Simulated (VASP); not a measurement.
OSZICAR of a VASP run on Co (hcp):

OSZICAR:
```
       N       E                     dE             d eps       ncg     rms          rms(c)
DAV:   1     0.707388262161E+02    0.70739E+02   -0.70840E+03  1824   0.130E+03
DAV:   2    -0.143132196817E+02   -0.85052E+02   -0.78860E+02  1814   0.238E+02
DAV:   3    -0.161419093945E+02   -0.18287E+01   -0.17753E+01  2171   0.485E+01
DAV:   4    -0.161713393513E+02   -0.29430E-01   -0.29425E-01  2683   0.470E+00
DAV:   5    -0.161715222448E+02   -0.18289E-03   -0.18289E-03  2193   0.351E-01    0.145E+01
DAV:   6    -0.145437104696E+02    0.16278E+01   -0.13945E+01  1912   0.754E+01    0.733E+00
DAV:   7    -0.141058159306E+02    0.43789E+00   -0.19202E+00  2003   0.272E+01    0.380E+00
DAV:   8    -0.140873739872E+02    0.18442E-01   -0.15938E-02  2502   0.124E+00    0.167E+00
DAV:   9    -0.140732280695E+02    0.14146E-01   -0.40868E-03  2501   0.118E+00    0.432E-01
DAV:  10    -0.140721668056E+02    0.10613E-02   -0.13973E-03  2332   0.452E-01    0.137E-01
DAV:  11    -0.140722134874E+02   -0.46682E-04   -0.10178E-04  2317   0.123E-01    0.384E-02
DAV:  12    -0.140722153095E+02   -0.18221E-05   -0.33998E-06  2084   0.228E-02    0.155E-02
DAV:  13    -0.140722137875E+02    0.15220E-05   -0.19849E-06  1526   0.226E-02    0.211E-03
DAV:  14    -0.140722140119E+02   -0.22439E-06   -0.43063E-07  1068   0.725E-03
   1 F= -.14072214E+02 E0= -.14072235E+02  d E =0.619725E-04  mag=     3.1892
```

Problem. Which electronic solver shows in the log?

Solution. It is blocked Davidson (ALGO = Normal, or the opening steps of other solvers). The INCAR had ALGO = Normal.

Problem. How was spin treated?

Solution. Collinear spin (ISPIN = 2): the summary line carries one mag value, 3.19 μB in the cell.

Problem. Can the final energy be trusted as converged?

Solution. The run converged. It stopped with EDIFF = 1E-6, NELM = 100 (PBE GGA, plane waves, VASP's PBE PAW potentials (set 64)).

The compound is Co in the hcp structure. The cell was not relaxed at this level. The run is one of a series of settings (KGAMMA = .TRUE., KSPACING = 0.4, KPOINTS file removed against the base run), some of them coarse on purpose.
